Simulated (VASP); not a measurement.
Wanted: the native input for a VASP 6.6.1 run.

* Task: single point
* Functional: PBEsol
* Potentials or basis: VASP PAW PBE potentials, release 64 (Cu, B)
* Cutoff: 520 eV
* k mesh: 5 × 5 × 5
* Occupations: fermi-dirac, width 0.05 eV
* Spin: no spin polarisation
* Hubbard terms: Cu d U = 4 eV
* Further INCAR settings: ALGO = Normal; EDIFF = 1e-06; NBANDS = 34

The structure of Cu2B lies in POSCAR:

```
Cu2B
1.0
    0.0000000000      3.2834700000      3.2834700000
    3.2834700000      0.0000000000      3.2834700000
    3.2834700000      3.2834700000      0.0000000000
Cu B
4 2
Direct
    0.1250000000      0.1250000000      0.1250000000
    0.6250000000      0.1250000000      0.1250000000
    0.1250000000      0.1250000000      0.6250000000
    0.1250000000      0.6250000000      0.1250000000
    0.5000000000      0.5000000000      0.5000000000
    0.7500000000      0.7500000000      0.7500000000
```

The cell was built by a generator and needn't be a form met in nature.

The input as run:

INCAR

```
  PREC = Accurate
  ENCUT = 520
  EDIFF = 1E-6
  ISMEAR = -1
  SIGMA = 0.05
  LREAL = F
  LASPH = T
  NELM = 60
  ALGO = Normal
  ISIF = 2
  LWAVE = F
  LCHARG = F
  LMAXMIX = 4
  LDAU = T
  LDAUTYPE = 2
  LDAUL = 2 -1
  LDAUU = 4 0
  LDAUJ = 0 0
  LDAUPRINT = 1
  GGA = PS
  NBANDS = 34
```

KPOINTS

```
regular mesh
0
Gamma
  5 5 5
```

Potentials or basis: VASP PAW PBE potentials, release 64 (Cu, B).

Launch:

```console
$ cat potpaw_PBE.64/Cu/POTCAR potpaw_PBE.64/B/POTCAR > POTCAR
$ mpirun -np 1 vasp_std > vasp.out
```

Results of the run:

The pressure is -9.2 GPa and the band gap on the k mesh is none (metal or under the smearing width).

Caveat: the PAW data sets were made with another functional, which shifts forces and pressure a little; U without spin polarisation on a metal has little footing; the U is typed as a test and isn't derived for this compound.

It took 19 s on 1 thread of Intel(R) Xeon(R) 6975P-C (Granite Rapids) (shared host), peak memory 0.2 GiB.
